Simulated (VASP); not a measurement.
Output of a VASP run:

### OSZICAR
```
...
   1 F= -.21938625E+02 E0= -.21938625E+02  d E =-.219386E+02
       N       E                     dE             d eps       ncg     rms          rms(c)
DAV:   1    -0.219335865063E+02    0.50385E-02   -0.64042E+00  1736   0.145E+01    0.291E-01
DAV:   2    -0.219502613558E+02   -0.16675E-01   -0.19190E-01  2152   0.465E+00    0.161E-01
DAV:   3    -0.219500558011E+02    0.20555E-03   -0.13803E-03  2264   0.487E-01    0.102E-01
DAV:   4    -0.219499047617E+02    0.15104E-03   -0.44756E-04  2120   0.312E-01    0.233E-02
DAV:   5    -0.219499104074E+02   -0.56457E-05   -0.67355E-05  2064   0.825E-02    0.112E-02
DAV:   6    -0.219499097190E+02    0.68838E-06   -0.13591E-05  1664   0.720E-02    0.267E-03
DAV:   7    -0.219499103961E+02   -0.67712E-06   -0.95830E-07  1736   0.779E-03    0.106E-03
DAV:   8    -0.219499105502E+02   -0.15412E-06   -0.55389E-07  1656   0.121E-02    0.819E-04
DAV:   9    -0.219499105183E+02    0.31947E-07   -0.76692E-08   904   0.525E-03
   2 F= -.21949911E+02 E0= -.21949911E+02  d E =-.112855E-01
       N       E                     dE             d eps       ncg     rms          rms(c)
DAV:   1    -0.219495803655E+02    0.33018E-03   -0.53295E-01  1728   0.410E+00    0.629E-02
DAV:   2    -0.219505342758E+02   -0.95391E-03   -0.10525E-02  2128   0.109E+00    0.347E-02
DAV:   3    -0.219505250372E+02    0.92386E-05   -0.95577E-05  1888   0.861E-02    0.194E-02
DAV:   4    -0.219505194838E+02    0.55534E-05   -0.14446E-05  2176   0.471E-02    0.662E-03
DAV:   5    -0.219505195118E+02   -0.27920E-07   -0.40022E-06  1944   0.182E-02    0.193E-03
DAV:   6    -0.219505196679E+02   -0.15613E-06   -0.38816E-07  1488   0.577E-03    0.976E-04
DAV:   7    -0.219505197091E+02   -0.41212E-07   -0.12346E-07  1024   0.382E-03
   3 F= -.21950520E+02 E0= -.21950520E+02  d E =-.118947E-01
       N       E                     dE             d eps       ncg     rms          rms(c)
DAV:   1    -0.219552936342E+02   -0.47740E-02   -0.27147E-01  1576   0.447E+00    0.346E-01
DAV:   2    -0.219530962541E+02    0.21974E-02   -0.87890E-03  2248   0.121E+00    0.211E-01
DAV:   3    -0.219518313161E+02    0.12649E-02   -0.15388E-03  1928   0.580E-01    0.457E-02
DAV:   4    -0.219518017450E+02    0.29571E-04   -0.36653E-04  2224   0.178E-01    0.110E-02
DAV:   5    -0.219518019222E+02   -0.17712E-06   -0.25921E-05  1640   0.483E-02    0.349E-03
DAV:   6    -0.219518017674E+02    0.15475E-06   -0.16683E-06  2224   0.170E-02    0.197E-03
DAV:   7    -0.219518018449E+02   -0.77498E-07   -0.25887E-07  1336   0.516E-03
   4 F= -.21951802E+02 E0= -.21951802E+02  d E =-.128214E-02
       N       E                     dE             d eps       ncg     rms          rms(c)
DAV:   1    -0.219671903644E+02   -0.15389E-01   -0.11229E+00  1536   0.912E+00    0.703E-01
DAV:   2    -0.219585291419E+02    0.86612E-02   -0.40209E-02  2224   0.248E+00    0.431E-01
DAV:   3    -0.219532760580E+02    0.52531E-02   -0.62558E-03  1944   0.114E+00    0.963E-02
DAV:   4    -0.219531297960E+02    0.14626E-03   -0.15001E-03  2248   0.382E-01    0.226E-02
DAV:   5    -0.219531313315E+02   -0.15356E-05   -0.11825E-04  1576   0.103E-01    0.721E-03
DAV:   6    -0.219531306898E+02    0.64168E-06   -0.75198E-06  2288   0.372E-02    0.412E-03
DAV:   7    -0.219531310644E+02   -0.37456E-06   -0.12122E-06  1560   0.105E-02    0.138E-03
DAV:   8    -0.219531310920E+02   -0.27577E-07   -0.16821E-07  1272   0.334E-03
   5 F= -.21953131E+02 E0= -.21953131E+02  d E =-.261138E-02
```

File OUTCAR:
```
------------------------ aborting loop because EDIFF is reached ----------------------------------------
  FORCE on cell =-STRESS in cart. coord.  units (eV):
  Direction    XX          YY          ZZ          XY          YZ          ZX
  --------------------------------------------------------------------------------------
  Total        0.3263468      0.3263468      0.2676051      0.0000000      0.0000000      0.0000000
  in kB        6.3357650      6.3357650      5.1953422      0.0000000      0.0000000      0.0000000
  external PRESSURE =       5.9556241 kB  Pullay stress =       0.0000000 kB
  volume of cell :       82.53
      direct lattice vectors                 reciprocal lattice vectors
     3.985502794  0.000000000  0.000000000     0.250909371  0.000000000  0.000000000
     0.000000000  3.985502794  0.000000000     0.000000000  0.250909371 -0.000000000
     0.000000000  0.000000000  5.195467062     0.000000000  0.000000000  0.192475477
 POSITION                                       TOTAL-FORCE (eV/Angst)
 -----------------------------------------------------------------------------------
      1.99275      3.98550      4.00921        -0.000000     -0.000000     -0.007380
      0.00000      1.99275      1.18626        -0.000000      0.000000      0.007380
      1.99275      1.99275      0.00000         0.000000     -0.000000      0.000000
      0.00000      0.00000      0.00000        -0.000000      0.000000      0.000000
 -----------------------------------------------------------------------------------
    total drift:                                0.000000      0.000000     -0.000000
  FREE ENERGIE OF THE ION-ELECTRON SYSTEM (eV)
  ---------------------------------------------------
  free  energy   TOTEN  =       -21.9531310920 eV

  energy  without entropy=      -21.9531310920  energy(sigma->0) =      -21.95313109

 reached required accuracy - stopping structural energy minimisation
```
(Selected blocks of OUTCAR.)

File POSCAR:
```
PbO
1
    3.9602649582     0.0000000000     0.0000000000
    0.0000000000     3.9602649582     0.0000000000
    0.0000000000     0.0000000000     5.2618970363
Pb O
2 2
Direct
  0.5000000000   1.0000000000   0.7774163756
  0.0000000000   0.5000000000   0.2225836244
  0.5000000000   0.5000000000   0.0000000000
  0.0000000000   0.0000000000   0.0000000000
```

Problem. Reconstruct the remaining input files.

Solution. This is not unique; one that fits is the input of the run itself, AM05 GGA, plane waves, VASP's PBE PAW potentials (set 64).

**INCAR**
```
LMAXMIX = 4
LASPH = .TRUE.   # aspherical one-centre terms
ISIF = 4   # ions and shape, fixed volume
PREC = Accurate
SIGMA = 0.05   # width (eV)
LREAL = .FALSE.
GGA = AM   # AM05
EDIFFG = -0.01   # ionic stop
LCHARG = .FALSE.
LWAVE = .FALSE.
IBRION = 2   # conjugate gradients
ISMEAR = 0
NELM = 100
NSW = 30   # most ionic steps
SYSTEM = PbO
EDIFF = 1E-7   # SCF stop (eV)
ENCUT = 520   # plane-wave cut-off (eV)
ALGO = Normal
```

**KPOINTS**
```
Automatic
0
Gamma
 6 6 4
```

POTCAR, in this order: Pb_d O (PBE.64 set). Program: vasp_std.

Without a dispersion term in the relaxation, distances and binding between the weakly bound layers, chains or molecules are unreliable, and so is what depends on them.

The compound is PbO in the litharge structure. This cell is one point of a volume scan, at 0.97 of the reference volume. Symmetry was kept, so distortions that lower it aren't found.
